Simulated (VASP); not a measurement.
OSZICAR of a VASP run on KCl (rock salt):

File OSZICAR:
```
       N       E                     dE             d eps       ncg     rms           ort
DAV:   1     0.946596346131E+02    0.94660E+02   -0.68275E+03   240   0.997E+02
DAV:   2    -0.139895029585E+01   -0.96059E+02   -0.91374E+02   240   0.254E+02
DAV:   3    -0.693506167124E+01   -0.55361E+01   -0.55147E+01   240   0.571E+01
DAV:   4    -0.709345896783E+01   -0.15840E+00   -0.15820E+00   240   0.941E+00
DAV:   5    -0.709450061903E+01   -0.10417E-02   -0.10416E-02   240   0.783E-01
SDA:   6    -0.640070262168E+01    0.69380E+00   -0.10416E-02   240   0.184E+01   0.000E+00
CGA:   7    -0.676265151868E+01   -0.36195E+00   -0.36187E+00   240   0.847E-01  -0.112E-01
CGA:   8    -0.679026975860E+01   -0.27618E-01   -0.27626E-01   240   0.291E-01   0.165E-04
CGA:   9    -0.679997148437E+01   -0.97017E-02   -0.97261E-02   240   0.888E-02  -0.203E-03
CGA:  10    -0.680245814684E+01   -0.24867E-02   -0.24865E-02   240   0.171E-02   0.546E-05
CGA:  11    -0.680294515254E+01   -0.48701E-03   -0.48641E-03   240   0.295E-03   0.113E-04
CGA:  12    -0.680304978177E+01   -0.10463E-03   -0.10629E-03   240   0.977E-04  -0.136E-04
CGA:  13    -0.680309788872E+01   -0.48107E-04   -0.48292E-04   240   0.574E-04  -0.680E-06
CGA:  14    -0.680312259897E+01   -0.24710E-04   -0.24444E-04   240   0.191E-04   0.173E-05
CGA:  15    -0.680313064167E+01   -0.80427E-05   -0.83840E-05   240   0.532E-05  -0.251E-05
CGA:  16    -0.680313245710E+01   -0.18154E-05   -0.18333E-05   240   0.129E-05  -0.193E-06
CGA:  17    -0.680313295054E+01   -0.49344E-06   -0.48815E-06   240   0.385E-06   0.668E-07
   1 F= -.68031330E+01 E0= -.68031330E+01  d E =-.264502E-11
```

### Question
Which electronic solver shows in the log?

### Answer
It is blocked Davidson (ALGO = Normal, or the opening steps of other solvers) and then steepest descent (the opening step of the all-band solvers) and then all-band conjugate gradients (ALGO = All or Conjugate). The INCAR had ALGO = All.

### Question
Can the final energy be trusted as converged?

### Answer
Self-consistency was reached. It stopped with EDIFF = 1E-6, NELM = 100 (PBE GGA, plane waves, VASP's PBE PAW potentials (set 64)).

The compound is KCl in the rock salt structure. The cell was not relaxed at this level. The run is one of a series of settings (ALGO = All against the base run), some of them coarse on purpose.
